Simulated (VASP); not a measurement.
Method: rev-vdW-DF2, VASP's PBE PAW potentials (set 64) (plane waves; VASP).

VASP input:

### INCAR
```
ISIF = 2
PARAM1 = 0.1234568
GGA = MK
LUSE_VDW = .True.
LASPH = .True.   # aspherical one-centre terms
ISMEAR = 1   # Methfessel-Paxton
PREC = Accurate
LWAVE = .False.
SIGMA = 0.1
LREAL = .False.   # projection in real space or not
LMAXMIX = 4   # l cut-off of mixed one-centre charges
SYSTEM = NiSi2
ZAB_VDW = -1.8867
PARAM2 = 0.7114
ALGO = Normal
NELM = 100
AGGAC = 0.0
EDIFF = 1E-7   # SCF stop (eV)
LCHARG = .False.
ENCUT = 520   # plane-wave cut-off (eV)
```

File POSCAR:
```
NiSi2
1
    0.0000000000     2.6652662416     2.6652662416
    2.6652662416     0.0000000000     2.6652662416
    2.6652662416     2.6652662416     0.0000000000
Si Ni
2 1
Direct
  0.2500000000   0.2500000000   0.2500000000
  0.7500000000   0.7500000000   0.7500000000
  0.0000000000   0.0000000000   0.0000000000
```

KPOINTS:
```
Automatic mesh
0
Gamma
10 10 10
0 0 0
```

POTCAR, in this order: Si Ni (PBE.64 set). Program: vasp_std.

What will the output report for the number of irreducible k-points (NKPTS), largest plane-wave count, number of space-group operations, FFT grid (NGX, NGY, NGZ)?

- number of irreducible k-points (NKPTS): 47
- largest plane-wave count: 1034
- number of space-group operations: 48
- FFT grid (NGX, NGY, NGZ): 28 × 28 × 28

The compound is NiSi2 in the fluorite structure. This cell is one point of a volume scan, at 0.94 of the reference volume. The run is not spin-polarised, so no magnetic state was tried.
